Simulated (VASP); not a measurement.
A run of VASP 6.6.1 is set up as follows.

Contents of INCAR:

```
SYSTEM = NbP
PREC = Accurate
ENCUT = 450
EDIFF = 1E-7
ISMEAR = 0
SIGMA = 0.1
LREAL = .False.
LASPH = .True.
NELM = 80
ALGO = Normal
ISIF = 2
LWAVE = .False.
LCHARG = .False.
GGA = PE
NBANDS = 26
```

The input KPOINTS:

```
Automatic mesh
0
Gamma
  12 12 12
  0 0 0
```

The input POSCAR:

```
NbP
1.0
   -1.6749232500      1.6749232500      5.7401081800
    1.6749232500     -1.6749232500      5.7401081800
    1.6749232500      1.6749232500     -5.7401081800
Nb P
2 2
Direct
    0.7498808000      0.7498808000      0.0000000000
    0.4998808000      0.9998808000      0.5000000000
    0.3327477700      0.3327477700      0.0000000000
    0.0827477800      0.5827477800      0.5000000000
```

Potentials or basis: VASP PAW PBE potentials, release 64 (Nb_sv, P).

Command:

```bash
$ cat potpaw_PBE.64/Nb_sv/POTCAR potpaw_PBE.64/P/POTCAR > POTCAR
$ mpirun -np 1 vasp_std > vasp.out
```

Question: Estimate the pressure.

Answer: -1.6 GPa.

Question: Predict the band gap on the k mesh.

Answer: None (metal or under the smearing width).

Question: Estimate the largest force.

Answer: 0.015 eV/Å.

Forces on the atoms (eV/Å):
```
Nb   0.000  0.000  0.015
Nb   0.000  0.000  0.015
P    0.000  0.000 -0.015
P    0.000  0.000 -0.015
```
